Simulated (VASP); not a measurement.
## Al4PSb3 (ordered alloy cell): computed properties

Calculation: PBEsol GGA, VASP's PBE PAW potentials (set 64) (plane waves; VASP 6.6.1).

```yaml
space_group: P-43m (215)
cell: a = b = c = 5.9919 Å, α = β = γ = 90.00°
volume_per_atom: 26.89 Å^3/atom
band gap (over mesh and band path): 0.79 eV
smallest direct gap (over mesh and band path): 0.87 eV
band_edge_character: indirect, Γ to R
density: 3.89 g/cm³
```

Al₄PSb₃ is modelled in the cubic space group P-43m (No. 215), Pearson symbol cP8. Conventional cell: a = 5.992 Å, b = 5.992 Å, c = 5.992 Å, α = 90.00°, β = 90.00°, γ = 90.00°. Al on 4e is surrounded by 1 P at 2.439 Å and 3 Sb at 2.650 Å (tetrahedral). Sb on 3d sees 4 Al at 2.650 Å (tetrahedral). P on 1b is coordinated by 4 Al at 2.439 Å (tetrahedral). (Neighbours: up to the widest gap in distance over summed covalent radii, below 1.35, at either atom; cation-cation and far metal-metal contacts left out.)

Unless said otherwise, spin-orbit coupling is left out, though it shifts the bands of the heavy elements here.

The structure was generated: Al4PSb3 was put into an ordered model structure (P-43m), which need not be its known phase. It was relaxed first. Symmetry was kept, so distortions that lower it aren't found.
